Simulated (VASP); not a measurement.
All values below come from G0W0 on PBE orbitals, VASP's PBE PAW potentials (set 64) (plane waves; VASP 6.6.1).

Input for VASP

File KPOINTS:
```
Automatic mesh
0
Gamma
4 4 4
0 0 0
```

**POSCAR**
```
GaP
1
    0.0000000000     2.7250000000     2.7250000000
    2.7250000000     0.0000000000     2.7250000000
    2.7250000000     2.7250000000     0.0000000000
Ga P
1 1
Direct
  0.0000000000   0.0000000000   0.0000000000
  0.2500000000   0.2500000000   0.2500000000
```

### INCAR
```
SYSTEM = GaP
PREC = Normal
ENCUT = 500
ALGO = EVGW0
LREAL = .FALSE.
LASPH = .TRUE.
ISMEAR = 0
SIGMA = 0.01
GGA = PE
LWAVE = .FALSE.
LCHARG = .FALSE.
NELMGW = 1
NBANDS = 320
NOMEGA = 64
ENCUTGW = 300
NBANDSGW = 17
LSPECTRALGW = .TRUE.
```

POTCAR, in this order: Ga_d_GW P_GW (PBE.64 set). Program: vasp_std. Read from the step before: WAVECAR, WAVEDER.

Output

File OSZICAR:
```
energies w=
    0.000    0.000    0.475    0.000    0.950    0.000    1.422    0.000
    1.890    0.000    2.355    0.000    2.815    0.000    3.270    0.000
    3.718    0.000    4.161    0.000    4.598    0.000    5.028    0.000
    5.452    0.000    5.871    0.000    6.285    0.000    6.693    0.000
    7.098    0.000    7.499    0.000    7.897    0.000    8.293    0.000
    8.687    0.000    9.081    0.000    9.476    0.000    9.872    0.000
   10.270    0.000   10.672    0.000   11.078    0.000   11.490    0.000
   11.909    0.000   12.337    0.000   12.775    0.000   13.225    0.000
   13.688    0.000   14.167    0.000   14.664    0.000   15.182    0.000
   15.723    0.000   16.292    0.000   16.891    0.000   17.525    0.000
   18.199    0.000   18.920    0.000   19.694    0.000   20.528    0.000
   21.436    0.000   22.427    0.000   23.516    0.000   24.722    0.000
   26.067    0.000   27.579    0.000   29.295    0.000   31.262    0.000
   33.541    0.000   36.215    0.000   39.401    0.000   43.260    0.000
   48.032    0.000   54.081    0.000   61.994    0.000   72.776    0.000
   88.309    0.000  112.571    0.000  155.682    0.000  253.240    0.000
NQ=   1    0.0000    0.0000    0.0000,
 performed        445000 updates of chi_q(r,r)
NQ=   2    0.2500    0.0000    0.0000,
 performed       1194000 updates of chi_q(r,r)
NQ=   3    0.5000    0.0000    0.0000,
 performed       1856000 updates of chi_q(r,r)
NQ=   4    0.2500    0.2500    0.0000,
 performed       2605000 updates of chi_q(r,r)
NQ=   5    0.5000    0.2500    0.0000,
 performed       3594000 updates of chi_q(r,r)
NQ=   6   -0.2500    0.2500    0.0000,
 performed       4496000 updates of chi_q(r,r)
NQ=   7    0.5000    0.5000    0.0000,
 performed       5093000 updates of chi_q(r,r)
NQ=   8   -0.2500    0.5000    0.2500,
 performed       5821000 updates of chi_q(r,r)
 resolving degeneracies of screened two electron integrals
```

### OUTCAR
```


 k-point   1 :       0.0000    0.0000    0.0000
  band No.  KS-energies  QP-energies   sigma(KS)   V_xc(KS)     V^pw_x(r,r')   Z            occupation Imag(sigma)

      1     -10.1848     -12.3318     -24.8218     -21.6815     -35.0242       0.6837       2.0000       0.1917
      2     -10.1848     -12.3318     -24.8218     -21.6815     -35.0242       0.6837       2.0000       0.1917
      3     -10.1848     -12.3318     -24.8218     -21.6815     -35.0242       0.6837       2.0000       0.1917
      4     -10.0866     -12.2638     -24.9775     -21.8041     -35.1546       0.6861       2.0000       0.1599
      5     -10.0866     -12.2638     -24.9775     -21.8041     -35.1546       0.6861       2.0000       0.1599
      6      -8.0944      -8.7061     -12.3068     -11.3619     -18.6696       0.6474       2.0000       0.9967
      7       4.4072       3.7111     -13.5342     -12.6196     -14.6213       0.7611       2.0000       0.0426
      8       4.4072       3.7111     -13.5342     -12.6196     -14.6213       0.7611       2.0000       0.0426
      9       4.4072       3.7111     -13.5342     -12.6196     -14.6213       0.7611       2.0000       0.0426
     10       6.2247       6.3897     -11.4111     -11.6264      -6.8637       0.7666       0.0000      -0.0588
     11       8.2648       8.3341     -10.3910     -10.4815      -5.8175       0.7662       0.0000      -0.0715
     12       8.2648       8.3341     -10.3910     -10.4815      -5.8175       0.7662       0.0000      -0.0715
     13       8.2648       8.3341     -10.3910     -10.4815      -5.8175       0.7662       0.0000      -0.0715
     14      13.2139      13.0893      -8.3965      -8.2382      -2.7567       0.7874       0.0000      -0.2808
     15      14.1136      14.2589     -10.6372     -10.8328      -5.0068       0.7426       0.0000      -0.2372
     16      14.1136      14.2589     -10.6372     -10.8328      -5.0068       0.7426       0.0000      -0.2372
     17      16.8268      16.6208      -8.4999      -8.2251      -2.4429       0.7494       0.0000      -0.4627

 k-point   2 :       0.2500    0.0000    0.0000
  band No.  KS-energies  QP-energies   sigma(KS)   V_xc(KS)     V^pw_x(r,r')   Z            occupation Imag(sigma)

      1     -10.2281     -12.3290     -24.5448     -21.4595     -34.6940       0.6809       2.0000       0.2111
      2     -10.1705     -12.3194     -24.8527     -21.7087     -35.0594       0.6835       2.0000       0.1898
      3     -10.1705     -12.3194     -24.8527     -21.7087     -35.0594       0.6835       2.0000       0.1898
      4     -10.0858     -12.2644     -24.9780     -21.8062     -35.1594       0.6868       2.0000       0.1596
      5     -10.0858     -12.2644     -24.9780     -21.8062     -35.1594       0.6868       2.0000       0.1596
      6      -7.3183      -7.9709     -12.6938     -11.7339     -18.8661       0.6798       2.0000       0.9427
      7       0.5188      -0.1945     -12.5701     -11.5963     -14.8260       0.7325       2.0000       0.1113
      8       3.7404       3.0261     -13.1825     -12.2406     -14.4145       0.7584       2.0000       0.0473
      9       3.7404       3.0261     -13.1825     -12.2406     -14.4145       0.7584       2.0000       0.0473
     10       6.5472       6.6574     -10.7593     -10.9024      -6.3729       0.7697       0.0000      -0.0591
     11       9.1226       9.1996     -10.5148     -10.6163      -5.7138       0.7584       0.0000      -0.0879
     12       9.1226       9.1996     -10.5148     -10.6163      -5.7138       0.7584       0.0000      -0.0879
     13      10.7513      10.7709     -10.9526     -10.9792      -5.6153       0.7407       0.0000      -0.1343
     14      13.3286      13.3686     -10.0637     -10.1171      -4.5779       0.7468       0.0000      -0.2275
     15      13.3286      13.3686     -10.0637     -10.1171      -4.5779       0.7468       0.0000      -0.2275
     16      14.3199      14.0902      -8.2106      -7.9065      -2.4767       0.7556       0.0000      -0.3118
     17      17.4863      17.3625      -9.2433      -9.0772      -2.9325       0.7459       0.0000      -0.5311

 k-point   3 :       0.5000    0.0000    0.0000
  band No.  KS-energies  QP-energies   sigma(KS)   V_xc(KS)     V^pw_x(r,r')   Z            occupation Imag(sigma)

      1     -10.2648     -12.3422     -24.3715     -21.3199     -34.4894       0.6807       2.0000       0.2259
      2     -10.1605     -12.3140     -24.8682     -21.7210     -35.0730       0.6842       2.0000       0.1886
      3     -10.1605     -12.3140     -24.8682     -21.7210     -35.0730       0.6842       2.0000       0.1886
      4     -10.0796     -12.2614     -24.9942     -21.8240     -35.1867       0.6882       2.0000       0.1610
      5     -10.0796     -12.2614     -24.9942     -21.8240     -35.1867       0.6882       2.0000       0.1610
      6      -6.0243      -6.6982     -13.4172     -12.4508     -19.2317       0.6973       2.0000       0.8006
      7      -2.2462      -2.9598     -11.7530     -10.7378     -15.2561       0.7029       2.0000       0.2860
      8       3.2832       2.5445     -13.0605     -12.0819     -14.4667       0.7548       2.0000       0.0523
      9       3.2832       2.5445     -13.0605     -12.0819     -14.4667       0.7548       2.0000       0.0523
     10       6.0636       6.1536     -10.7253     -10.8416      -6.4938       0.7733       0.0000      -0.0555
     11       9.0956       9.1563     -10.1389     -10.2185      -5.4029       0.7626       0.0000      -0.0865
     12       9.0956       9.1563     -10.1389     -10.2185      -5.4029       0.7626       0.0000      -0.0865
     13      12.6791      12.4220      -8.6715      -8.3300      -3.0184       0.7529       0.0000      -0.2378
     14      15.2988      15.2331     -10.1206     -10.0313      -3.7788       0.7362       0.0000      -0.3830
     15      16.0053      16.1049     -10.7995     -10.9321      -4.3584       0.7519       0.0000      -0.4759
     16      16.0053      16.1049     -10.7995     -10.9321      -4.3584       0.7519       0.0000      -0.4759
     17      17.9710      17.8846     -10.5192     -10.4038      -3.9541       0.7495       0.0000      -0.6697

 k-point   4 :       0.2500    0.2500    0.0000
  band No.  KS-energies  QP-energies   sigma(KS)   V_xc(KS)     V^pw_x(r,r')   Z            occupation Imag(sigma)

      1     -10.2510     -12.3464     -24.4989     -21.4223     -34.6438       0.6811       2.0000       0.2147
      2     -10.1536     -12.3111     -24.8918     -21.7440     -35.1062       0.6854       2.0000       0.1885
      3     -10.1536     -12.3111     -24.8918     -21.7440     -35.1062       0.6854       2.0000       0.1885
      4     -10.1032     -12.2666     -24.9228     -21.7561     -35.0908       0.6832       2.0000       0.1623
      5     -10.0761     -12.2609     -24.9966     -21.8246     -35.1843       0.6888       2.0000       0.1589
      6      -7.0566      -7.6945     -12.7402     -11.7868     -18.8238       0.6691       2.0000       0.9130
      7       0.7237       0.0467     -13.0688     -12.1465     -15.2199       0.7340       2.0000       0.1030
      8       2.7152       1.9738     -12.6766     -11.6890     -14.2033       0.7507       2.0000       0.0582
      9       2.7152       1.9738     -12.6766     -11.6890     -14.2033       0.7507       2.0000       0.0582
     10       6.5660       6.5691      -9.9230      -9.9270      -5.7509       0.7757       0.0000      -0.0578
     11       8.1125       8.1301     -10.2826     -10.3056      -5.6529       0.7643       0.0000      -0.0746
     12      11.1334      11.2280     -11.1333     -11.2613      -5.7243       0.7397       0.0000      -0.1491
     13      11.1334      11.2280     -11.1333     -11.2613      -5.7243       0.7397       0.0000      -0.1491
     14      12.1909      12.2001     -10.4111     -10.4233      -4.9840       0.7528       0.0000      -0.1863
     15      15.0549      15.1929     -10.6263     -10.8104      -4.6738       0.7496       0.0000      -0.3297
     16      17.1007      17.0251      -9.3360      -9.2362      -2.9839       0.7571       0.0000      -0.5275
     17      18.9917      18.7815      -9.0807      -8.8018      -2.6379       0.7536       0.0000      -0.7005

 k-point   5 :       0.5000    0.2500    0.0000
  band No.  KS-energies  QP-energies   sigma(KS)   V_xc(KS)     V^pw_x(r,r')   Z            occupation Imag(sigma)

      1     -10.2765     -12.3483     -24.3807     -21.3321     -34.5091       0.6796       2.0000       0.2257
      2     -10.1467     -12.3092     -24.8952     -21.7446     -35.1043       0.6864       2.0000       0.1853
      3     -10.1389     -12.3060     -24.9223     -21.7712     -35.1411       0.6877       2.0000       0.1870
      4     -10.1017     -12.2712     -24.9310     -21.7647     -35.1062       0.6852       2.0000       0.1624
      5     -10.0745     -12.2628     -25.0000     -21.8292     -35.1926       0.6901       2.0000       0.1590
      6      -5.7015      -6.3608     -13.3775     -12.4278     -19.0640       0.6943       2.0000       0.7531
      7      -1.7407      -2.4379     -12.3560     -11.3719     -15.6332       0.7084       2.0000       0.2329
      8       1.1591       0.4113     -11.9871     -10.9759     -13.9261       0.7396       2.0000       0.0884
      9       2.3653       1.6047     -12.6161     -11.5999     -14.2875       0.7485       2.0000       0.0636
     10       6.8471       6.8339      -9.9357      -9.9187      -5.7075       0.7746       0.0000      -0.0605
     11       9.3218       9.4002     -10.6814     -10.7857      -5.7037       0.7517       0.0000      -0.0999
     12      10.9789      10.9681     -10.4236     -10.4092      -5.2355       0.7504       0.0000      -0.1362
     13      11.4449      11.5238     -10.6666     -10.7730      -5.2100       0.7416       0.0000      -0.1651
     14      15.2383      15.1618     -10.5828     -10.4779      -4.1382       0.7296       0.0000      -0.4152
     15      16.0977      16.1898     -10.8530     -10.9774      -4.3948       0.7396       0.0000      -0.4737
     16      17.5494      17.6367     -11.1622     -11.2810      -4.2485       0.7347       0.0000      -0.6442
     17      18.1022      17.9461      -8.9190      -8.7097      -2.6657       0.7461       0.0000      -0.5375

 k-point   6 :      -0.2500    0.2500    0.0000
  band No.  KS-energies  QP-energies   sigma(KS)   V_xc(KS)     V^pw_x(r,r')   Z            occupation Imag(sigma)

...
```
(Selected blocks of OUTCAR.)

The mesh is coarse and the basis finite, so the quasiparticle values are not converged.

The compound is GaP in the zinc blende structure. The cell was not relaxed at this level. The k-mesh is coarse (spacing up to 0.50 per Å, 2π included), so the numbers may not be converged in it.
